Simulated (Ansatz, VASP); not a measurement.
**PdPt2: VASP beside Ansatz**

The input INCAR:

```
ALGO = Fast
EDIFF = 1E-6
EDIFFG = -0.04
ENCUT = 600
GGA = PE
IBRION = 2
ISIF = 3
ISMEAR = 0
LASPH = T
LCHARG = F
LREAL = F
LWAVE = F
NELM = 60
NSW = 90
PREC = Accurate
SIGMA = 0.1
```

KPOINTS

```
k-points
0
Gamma
  6 6 6
```

File POSCAR:

```
PdPt2
1.0
    0.0000000000      2.9430583500      2.9430583500
    2.9430583500      0.0000000000      2.9430583500
    2.9430583500      2.9430583500      0.0000000000
Pd Pt
1 2
Direct
    0.0000000000      0.0000000000      0.0000000000
    0.2500000000      0.2500000000      0.2500000000
    0.7500000000      0.7500000000      0.7500000000
```

Input for Ansatz:

```yaml
crystal:
  lattice:
    - [0.0, 2.94305835, 2.94305835]
    - [2.94305835, 0.0, 2.94305835]
    - [2.94305835, 2.94305835, 0.0]
  atoms:
    - { symbol: Pd, position: [0.0, 0.0, 0.0] }
    - { symbol: Pt, position: [0.25, 0.25, 0.25] }
    - { symbol: Pt, position: [0.75, 0.75, 0.75] }
basis:
  ecutwfc: 420
kpoints:
  mp_grid: { grid: [6, 6, 6] }
hamiltonian:
  xc: pbe
scf:
  occupations: { method: gaussian, width: 0.1 }
  lower_state_search: "off"
output:
  forces: true
  stress: true
  eigenvalues: true
relax:
  adjacent_minimum: "off"
  f_tol: 0.04
  max_steps: 70
  cell: { stress_tol: 0.4 }
```

Change from the starting cell: species swapped into the Al2Pt type (Fm-3m, No. 225).

Alike in both runs: task relaxation of cell and atoms; functional PBE; k mesh 6 × 6 × 6; occupations gaussian, width 0.1 eV; no spin polarisation.

|  | VASP | Ansatz |
| --- | --- | --- |
| version | VASP 6.6.1 | Ansatz 0.2.0 |
| potentials or method | VASP PAW PBE potentials, release 64 (Pd, Pt) | scalar-relativistic, plane waves, PAW |
| plane-wave cutoff (eV) | 600 | 420 |
| valence electrons in the cell | 30 | 54 |

VASP gave:

| Item | Value |
| --- | --- |
| gap on the k mesh at the Fermi level, each at its own relaxed structure (eV) | none |
| relaxed volume (Å³/atom) | 18.26 |
| relaxed cell length with the largest relative difference (Å) | 4.263 |
| energy change over the relaxation (meV/atom) | -52 |

Problem. Estimate Ansatz's values.

Solution. gap on the k mesh at the Fermi level, each at its own relaxed structure (eV): none; relaxed volume (Å³/atom): 18.31; relaxed cell length with the largest relative difference (Å): 4.267; energy change over the relaxation (meV/atom): -55.

A gap of «none» marks a metal or a gap that the smearing closes. The two sets of potentials don't hold the same shells in valence.

The runs have no spin-orbit coupling, so splittings on Pt are missing.
